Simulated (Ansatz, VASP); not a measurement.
# Ir in two plane-wave programs

Wanted: the spread between two codes on one cell, functional and k mesh. The structure shown is the end of the Ansatz relaxation below.

Method: plane waves, with VASP 6.6.1 beside it; single point at PBEsol, in Ansatz 0.2.0.

## 1. Set-up

Symmetry: Fm-3m, No. 225, cubic system. Conventional cell: a = 3.831 Å, b = 3.831 Å, c = 3.831 Å, α = 90.00°, β = 90.00°, γ = 90.00°. Nearest to Ir lie 12 Ir at 2.71 Å.

## 2. Ansatz: relaxation, PBEsol

Ansatz runs on its PAW soft_1 files.

This run makes the geometry at which the two programs are then compared.

File input.yaml:

```yaml
crystal:
  lattice:
    - [2.708667, 0.0, 0.0]
    - [-1.3543335, 2.3457744324, 0.0]
    - [0.0, 0.0, 6.634852]
  atoms:
    - { symbol: Ir, position: [0.0, 0.0, 0.0] }
    - { symbol: Ir, position: [0.3333333, 0.6666667, 0.3333333] }
    - { symbol: Ir, position: [0.6666667, 0.3333333, 0.6666667] }
kpoints:
  mp_grid: { grid: [18, 18, 7] }
scf:
  occupations: { method: fermi_dirac, width: 0.05 }
hamiltonian:
  xc: pbesol
  pseudopotentials: { kind: paw, azcp: { folder: soft_1 }, xc_functional: pbe }
basis:
  ecutwfc: 600
output:
  forces: true
  stress: true
relax:
  f_tol: 0.005
  max_steps: 70
  cell: { stress_tol: 0.02, p_target: 0, fix: [a, b, alpha, beta, gamma] }
```

Started as:

```console
$ ansatz run input.yaml --threads 4 --pin off --max-ram 10240MiB --backend cpu --events-out ev --progress --plain --runs-dir out
```

Numbers of over 12 decimals in the logs are rounded to 6 here.

The log of the run:

```text
Engine: ansatz 0.2.0, aarch64-unknown-linux-gnu
Pseudopotentials: kind: paw
Pseudopotential: Ir, paw, valence charge 17, recommended cutoff 420 eV (normal), soft_1/Ir.paw.azcp
Functional definition: PBEsol
  exchange = pbesol_x
  correlation = pbesol_c
Crystal: 3 atoms, lattice volume = 42.157 Å³
Basis set: ecut = 600 eV, 1395 PW (Γ), exchange–correlation on 48×48×108 points (8 copies of the dense FFT grid, shifted against one another)
Bands: 31, of which v1, the nominal top of the filled ones, is band 26 counted from 1 (25 counted from 0)
Symmetry: 36 space group operations
Space group: Fm-3m (ITA 225), of the structure as read, at distance tolerance 3.5e-5 Å
k-points: 229 of 2268
Non-local potential: Ir, projectors of the file, l = 0: 3, l = 1: 2, l = 2: 2, l = 3: 1
PAW form: soft (Blöchl's): semilocal exchange-correlation on the pseudo side does not see the compensation charge
PAW frozen core: Ir, regenerated for the run's functional, and the local potential with it (the file was generated under x = pbe(κ = 0.804, μ = 0.219515), c = pbe(β = 0.066725))
PAW one-centre angular grid: Ir, 590 points (default); XC on 64 Gauss nodes
Initial density: superposition of atomic densities (chi_scale 0.1, normalization cell)
Initial wavefunctions: pseudopotential atomic-orbital guess
Functional: x = pbesol(κ = 0.804, μ = 0.123457), c = pbesol(β = 0.046)
SCF iter   1: F=—  HF=-35401.667317 eV  |F-HF|=—  |Δ(HF+E_count)|=         —  Δρ=5.27e-2  dr2=8.83e-1  ethr=3.10e-3  ⟨swp⟩=5.3  Hψ=25029  notcnv=0
preconditioner: auto → Kerker (q_TF=auto, 2.816 Å⁻¹)  [metal: Δε(μ)=0.007 eV  Ē_g=7.653 eV  σ=0.050 eV  W_gap=0.03  n_scr=10 (ndim 8)  ℏωp=29.7 eV  f_vac=0.000  D(μ)=2.52/eV (n_scr^D=36)]
SCF iter   2: F=—  HF=-35401.437025 eV  |F-HF|=—  |Δ(HF+E_count)|=   2.30e-1  Δρ=2.85e-2  dr2=2.50e-1  ethr=1.73e-3  ⟨swp⟩=2.0  Hψ=9965  notcnv=0  defer=18
SCF iter   3: F=—  HF=-35401.352395 eV  |F-HF|=—  |Δ(HF+E_count)|=   8.46e-2  Δρ=3.22e-3  dr2=1.54e-3  ethr=4.91e-4  ⟨swp⟩=2.0  Hψ=11265  notcnv=0  defer=18
SCF iter   4: F=—  HF=-35401.352817 eV  |F-HF|=—  |Δ(HF+E_count)|=   4.22e-4  Δρ=4.56e-4  dr2=8.38e-5  ethr=3.01e-6  ⟨swp⟩=2.5  Hψ=12003  notcnv=0  defer=18
SCF iter   5: F=—  HF=-35401.352790 eV  |F-HF|=—  |Δ(HF+E_count)|=   2.75e-5  Δρ=8.52e-5  dr2=1.47e-6  ethr=1.64e-7  ⟨swp⟩=2.0  Hψ=10208  notcnv=0  defer=18
SCF iter   6: F=-35401.352790 eV  HF=-35401.352790 eV  |F-HF|=7.99e-9  |Δ(HF+E_count)|=   1.30e-8  Δρ=1.64e-5  dr2=7.77e-8  ethr=1.96e-10  ⟨swp⟩=4.1  Hψ=25808  notcnv=0
SCF 1 converged in 6 iterations: F = -35401.352790 eV  dr2 = 7.77e-8
  greatest PAW one-centre occupation: 1.000 electrons in one spin orbital (limit 2), on the Ir atom at site 2 (counted from 0), in its partial waves of l = 0
relax step   1: F+E_penalty+E_count = -35401.35278992 eV  Δ(F+E_penalty+E_count) = +0.000e0 eV  max|allowed force component| = 9.865e-28 eV/Å  Δτ_max = 0.0000 Å  P = -0.203 GPa  Ω = 42.157 Å³  fix = [a, b, alpha, beta, gamma]  reactions: a -0.298, b -0.298 GPa  (6 SCF iters, dr2 threshold 1.00e-7 eV, accepted)
Initial density: handed on by an earlier stage of this run
Initial wavefunctions: pseudopotential atomic-orbital guess (no wavefunctions were taken with the density)
iter 1 solved again at ethr=2.31e-8 eV; its pass at ethr=3.10e-3 eV (dr2=1.18e-5 eV) is discarded
SCF iter   1: F=—  HF=-35401.352794 eV  |F-HF|=—  |Δ(HF+E_count)|=         —  Δρ=1.64e-5  dr2=7.81e-8  ethr=2.31e-8  ⟨swp⟩=4.3  Hψ=47871  notcnv=0
preconditioner: auto → Kerker (q_TF=auto, 2.816 Å⁻¹)  [metal: Δε(μ)=0.003 eV  Ē_g=7.559 eV  σ=0.050 eV  W_gap=0.01  n_scr=10 (ndim 8)  ℏωp=29.7 eV  f_vac=0.000  D(μ)=2.64/eV (n_scr^D=36)]
SCF iter   2: F=—  HF=-35401.352790 eV  |F-HF|=—  |Δ(HF+E_count)|=   4.49e-6  Δρ=1.10e-5  dr2=3.64e-8  ethr=1.53e-10  ⟨swp⟩=1.8  Hψ=8722  notcnv=0
SCF iter   3: F=—  HF=-35401.352790 eV  |F-HF|=—  |Δ(HF+E_count)|=   3.13e-9  Δρ=1.09e-6  dr2=4.31e-10  ethr=7.14e-11  ⟨swp⟩=1.1  Hψ=7139  notcnv=0
SCF iter   4: F=—  HF=-35401.352790 eV  |F-HF|=—  |Δ(HF+E_count)|=  1.38e-10  Δρ=3.54e-7  dr2=4.10e-11  ethr=1.00e-12  ⟨swp⟩=2.4  Hψ=11288  notcnv=0
iter 5 did not close the SCF: its close was put off for the readings that it lacked (scf_convergence_deferred on its scf_iter line)
SCF iter   5: F=-35401.352790 eV  HF=-35401.352790 eV  |F-HF|=7.28e-12  |Δ(HF+E_count)|=  1.46e-11  Δρ=5.48e-8  dr2=5.98e-13  ethr=1.00e-12  ⟨swp⟩=1.0  Hψ=7099  notcnv=0
iter 6 did not close the SCF: its close was put off for the readings that it lacked (scf_convergence_deferred on its scf_iter line)
SCF iter   6: F=-35401.352790 eV  HF=-35401.352790 eV  |F-HF|=5.09e-11  |Δ(HF+E_count)|=  2.91e-11  Δρ=1.34e-8  dr2=4.10e-14  ethr=1.00e-12  ⟨swp⟩=1.0  Hψ=7099  notcnv=0
iter 7 did not close the SCF: its close was put off for the readings that it lacked (scf_convergence_deferred on its scf_iter line)
SCF iter   7: F=-35401.352790 eV  HF=-35401.352790 eV  |F-HF|=1.46e-11  |Δ(HF+E_count)|=  7.28e-12  Δρ=3.72e-9  dr2=5.89e-15  ethr=1.00e-12  ⟨swp⟩=1.0  Hψ=7099  notcnv=0
iter 8 did not close the SCF: its close was put off for the readings that it lacked (scf_convergence_deferred on its scf_iter line)
SCF iter   8: F=-35401.352790 eV  HF=-35401.352790 eV  |F-HF|=1.46e-11  |Δ(HF+E_count)|=  2.18e-11  Δρ=3.11e-10  dr2=1.55e-17  ethr=1.00e-12  ⟨swp⟩=1.0  Hψ=7099  notcnv=0
SCF iter   9: F=-35401.352790 eV  HF=-35401.352790 eV  |F-HF|=7.28e-12  |Δ(HF+E_count)|=    0.00e0  Δρ=2.39e-10  dr2=2.50e-17  ethr=1.00e-12  ⟨swp⟩=1.8  Hψ=16119  notcnv=0
SCF 2 converged in 9 iterations: F = -35401.352790 eV  dr2 = 2.50e-17
relax step   2: F+E_penalty+E_count = -35401.35278993 eV  Δ(F+E_penalty+E_count) = -2.547e-9 eV  max|allowed force component| = 1.238e-28 eV/Å  Δτ_max = 0.0000 Å  P = -0.203 GPa  Ω = 42.157 Å³  fix = [a, b, alpha, beta, gamma]  reactions: a -0.298, b -0.298 GPa  stress off target by 1.37e-2 GPa on what of the cell is left free  SCF on the basis re-selected at this cell (its energy is not comparable with the rows above)  (9 SCF iters)
basis re-selected at this cell: Δ(F+E_penalty+E_count) = -2.547e-9 eV, ΔP = +0.000 GPa vs the last step (what re-selecting the basis moved, of the pressure what is left beyond the Pulay correction that the steps carried, after the strain that the cell walked since its last selection, with what the two solves' SCF thresholds leave and, on support functions, any second-order correction that the steps lacked; it is no m [...]
SCF converged after 9 iterations
Free energy (F): -35401.352790 eV
Harris-Foulkes:  -35401.352790 eV  (|F-HF|=7.28e-12)
Internal energy: -35401.331131 eV  (E = F + TS)
E sigma→0 (E₀):  -35401.341961 eV
Entropy (-TS):   -0.021659 eV (-7.220 meV/atom)
Fermi energy:    25.857835 eV
--- Per-component energies (eV) ---
  E_band       = -248.510778
  E_kinetic    = 1621.470909
  E_local      = -3276.608779  (includes V_loc(G=0)·N_el)
  E_nonlocal   = 578.940136
  E_hartree    = 1223.271183
  E_xc         = -688.112602
  E_vxc        = -770.474522  (∫ρ·V_xc dr)
  E_paw        = -27389.781710  (= ΣΔE_a)
  E_vpaw       = -848.381248  (= ΣTr[D̂ρ^β])
  E_aug_tail   = 0.000360  (compensation charges beyond the density's cutoff)
  E_ewald      = -7471.306673
  E_core_change = 0.796044  (= ΣΔE_core)
  E_smearing   = -0.021659  (= −TS)
  E_closure    = -0.000000  (closes the sum)
  Σ components = -35401.352790   (vs F -35401.352790, Δ=0.00e0)
--- Forces (eV/Å), atoms counted from 1 ---
  atom   1  Ir     0.00000000     0.00000000     0.00000000
  atom   2  Ir     0.00000000     0.00000000     0.00000000
  atom   3  Ir    -0.00000000    -0.00000000    -0.00000000
  max |Σ_I F_I| component: 3.87e-29 eV/Å
--- Stress (GPa, compression-positive) ---
       -0.298275      -0.000000      -0.000000
        0.000000      -0.298275       0.000000
       -0.000000       0.000000      -0.013675
  P = ⅓ Tr σ = -0.2034 GPa (-2.034 kbar)
--- Relaxed structure (1 steps of the walk, 1 accepted, 1 SCFs on fresh bases) ---
  F+E_penalty+E_count = -35401.35278993 eV   max|allowed force component| = 1.238e-28 eV/Å   (the final SCF, on the basis selected at the relaxed cell)
  cell:  # Å, volume = 42.1573 Å³
    - [2.708667, 0.0, 0.0]
    - [-1.354334, 2.345774, 0.0]
    - [0.0, 0.0, 6.634852]
  atoms:
    - { symbol: Ir, position: [0.0, 0.0, 0.0] }
    - { symbol: Ir, position: [0.333333, 0.666667, 0.333333] }
    - { symbol: Ir, position: [0.666667, 0.333333, 0.666667] }
```

Reading the cycles: dr2 is the Hartree energy of the density residual (eV), the measure of convergence; HF is the Harris–Foulkes estimate of the energy, which meets the free energy F at convergence.

## 3. VASP: single point, PBEsol, pair 1

The same cell, functional, mesh and smearing now go to VASP, with its own data sets.

Lines of VASP's logs that name or quote its potential files are left out, and so is its time.

File INCAR:

```
SYSTEM = Ir
PREC = Accurate
ENCUT = 500
EDIFF = 1E-06
NELM = 120
ISMEAR = -1
SIGMA = 0.05
LREAL = .FALSE.
ALGO = Normal
GGA = PS
NBANDS = 19
LASPH = .TRUE.
LORBIT = 11
LWAVE = .FALSE.
LCHARG = .FALSE.
ISIF = 2
GGA_COMPAT = .FALSE.
KPAR = 2
```

File POSCAR:

```
Ir
1.0
    2.7086670000      0.0000000000      0.0000000000
   -1.3543335000      2.3457744324      0.0000000000
    0.0000000000      0.0000000000      6.6348520000
Ir
3
Direct
    0.0000000000      0.0000000000      0.0000000000
    0.3333333333      0.6666666667      0.3333333333
    0.6666666667      0.3333333333      0.6666666667
```

File KPOINTS:

```
Automatic mesh
0
Gamma
18 18 7
0 0 0
```

PAW data sets: Ir (PBE family, release 64).

Started as:

```console
$ mpirun -np 2 vasp_std
```

The log of the run:

```text
[banner, memory and clock lines left out]
running    2 mpi-ranks, on    1 nodes
 distrk:  each k-point on    1 cores,    2 groups
 distr:  one band on    1 cores,    1 groups

 POSCAR found type information on POSCAR Ir
 POSCAR found :  1 types and       3 ions
|                                                                             |
|               ----> ADVICE to this user running VASP <----                  |
|                                                                             |
|     You enforced a specific xc type in the INCAR file but a different       |
|     [... a line on the potential file left out ...]
|     I HOPE YOU KNOW WHAT YOU ARE DOING!                                     |
|                                                                             |

 LDA part: xc-table for (Slater+PW92), standard interpolation
 POSCAR, INCAR and KPOINTS ok, starting setup
 FFT: planning ... GRIDC
 FFT: planning ... GRID_SOFT
 FFT: planning ... GRID
 WAVECAR not read
 entering main loop
       N       E                     dE             d eps       ncg     rms          rms(c)
DAV:   1     0.258725375006E+03    0.25873E+03   -0.11842E+04  8726   0.135E+03
DAV:   2    -0.182529239611E+02   -0.27698E+03   -0.26376E+03  8771   0.412E+02
DAV:   3    -0.310371318096E+02   -0.12784E+02   -0.11707E+02 10238   0.958E+01
DAV:   4    -0.313600152233E+02   -0.32288E+00   -0.31944E+00  9617   0.145E+01
DAV:   5    -0.313663311559E+02   -0.63159E-02   -0.63146E-02  9829   0.187E+00    0.278E+01
DAV:   6    -0.297818696683E+02    0.15845E+01   -0.26065E+00  9655   0.184E+01    0.110E+01
DAV:   7    -0.294947385556E+02    0.28713E+00   -0.80185E-01 10274   0.960E+00    0.242E+00
DAV:   8    -0.294811661470E+02    0.13572E-01   -0.83014E-03  9202   0.807E-01    0.122E+00
DAV:   9    -0.294739744210E+02    0.71917E-02   -0.77868E-03  9101   0.114E+00    0.268E-02
DAV:  10    -0.294739793314E+02   -0.49104E-05   -0.40615E-05 12992   0.581E-02    0.302E-02
DAV:  11    -0.294739806133E+02   -0.12819E-05   -0.60461E-06  9149   0.243E-02    0.400E-03
DAV:  12    -0.294739808161E+02   -0.20288E-06   -0.14273E-07  4911   0.411E-03
   1 F= -.29473981E+02 E0= -.29463066E+02  d E =-.218296E-01
```

OUTCAR, selected parts (step 3):

```text
ion  position               nearest neighbor table
   1  0.000  0.000  0.000-   2 2.71   3 2.71   3 2.71   2 2.71   3 2.71   2 2.71
   2  0.333  0.667  0.333-   1 2.71   1 2.71   1 2.71   3 2.71   3 2.71   3 2.71
   3  0.667  0.333  0.667-   1 2.71   1 2.71   1 2.71   2 2.71   2 2.71   2 2.71

  LATTYP: Found a hexagonal cell.
 ALAT       =     2.7086670000
 C/A-ratio  =     2.4494897306

 Subroutine GETGRP returns: Found 12 space group operations
 (whereof 12 operations were pure point group operations)

The static configuration has the point symmetry D_3d.

 Found    229 irreducible k-points:

   k-points           NKPTS =    229   k-points in BZ     NKDIM =    229   number of bands    NBANDS=     19

   dimension x,y,z NGX =    20 NGY =   20 NGZ =   48
   dimension x,y,z NGXF=    40 NGYF=   40 NGZF=   96

   ENCUT  =  500.0 eV  36.75 Ry    6.06 a.u.   4.94  4.94 12.10*2*pi/ulx,y,z

   NELECT =      27.0000    total number of electrons

 k-points in reciprocal lattice and weights: Automatic mesh
   0.00000000  0.00000000  0.00000000       0.000
   0.05555556  0.00000000  0.00000000       0.003
   0.11111111  0.00000000  0.00000000       0.003
   0.16666667  0.00000000  0.00000000       0.003
   0.22222222  0.00000000  0.00000000       0.003
   0.27777778 -0.00000000  0.00000000       0.003
   0.33333333  0.00000000  0.00000000       0.003
   0.38888889 -0.00000000  0.00000000       0.003
   0.44444444  0.00000000  0.00000000       0.003
[...]
-0.27777778 -0.38888889  0.42857143       0.005
   0.33333333  0.33333333  0.42857143       0.002

 average (electrostatic) potential at core
       1 -48.5008       2 -48.5008       3 -48.5008

 E-fermi :  10.3718

 k-point     1 :       0.0000    0.0000    0.0000
  band No.  band energies     occupation
    ...
     14       9.1636      2.00000
     15      10.1410      1.98042
     16      10.1410      1.98042
     17      10.1410      1.98042
     18      10.1410      1.98042
     19      21.6546      0.00000

 k-point     2 :       0.0556    0.0000    0.0000
  band No.  band energies     occupation
    ...
     12       6.7657      2.00000
     13       9.0903      2.00000
     14       9.1645      2.00000
     15       9.7714      1.99999
     16      10.0355      1.99761
     17      10.4813      0.20150
     18      10.6970      0.00299
     19      21.7185      0.00000

 k-point     3 :       0.1111    0.0000    0.0000
  band No.  band energies     occupation
    ...
     12       7.0873      2.00000
     13       8.8959      2.00000
     14       9.1844      2.00000
     15       9.3970      2.00000
     16      10.3527      1.18869
     17      10.7759      0.00062
     18      11.4710      0.00000
     19      21.8608      0.00000

  Total        0.2004667      0.2004667      0.2750405      0.0000000      0.0000000      0.0000000
  in kB        7.6186805      7.6186805     10.4528344      0.0000000      0.0000000      0.0000000
  external PRESSURE =       8.5633985 kB  Pullay stress =       0.0000000 kB

  energy-cutoff  :      500.00
  volume of cell :       42.16
      direct lattice vectors                 reciprocal lattice vectors
     2.708667000  0.000000000  0.000000000     0.369185286  0.213149224  0.000000000
    -1.354333500  2.345774432  0.000000000     0.000000000  0.426298448  0.000000000
     0.000000000  0.000000000  6.634852000     0.000000000  0.000000000  0.150719262

 POSITION                                       TOTAL-FORCE (eV/Angst)
 -----------------------------------------------------------------------------------
      0.00000      0.00000      0.00000        -0.000000     -0.000000      0.000000
     -0.00000      1.56385      2.21162         0.000000     -0.000000      0.000000
      1.35433      0.78192      4.42323         0.000000      0.000000     -0.000000
 -----------------------------------------------------------------------------------
    total drift:                               -0.000000      0.000000      0.000000

  FREE ENERGIE OF THE ION-ELECTRON SYSTEM (eV)
  ---------------------------------------------------
  free  energy   TOTEN  =       -29.4739808161 eV

  energy  without entropy=      -29.4521512470  energy(sigma->0) =      -29.46306603

 total charge
# of ion       s       p       d       tot
------------------------------------------
    1        0.675   0.750   6.984   8.409
    2        0.675   0.750   6.984   8.409
    3        0.675   0.750   6.984   8.409
--------------------------------------------------
tot          2.026   2.249  20.951  25.227

[... 3 further parts left out ...]
```

The run ends at a pressure of 0.86 GPa.

(Part 1 of 2 ends here.)

[Lines on the potential files, build, host, timing and source positions are cut from VASP's logs without a mark.]

[Logs are printed without paths, hosts, clocks, repeated set-up lines and the standing remarks that a program may print on its own settings, such as how far it seeks lower states.]

[Hosts, paths, dates, database ids (printed as entryN), source tags and the programs' standing remarks are cut or masked in the printed files.]
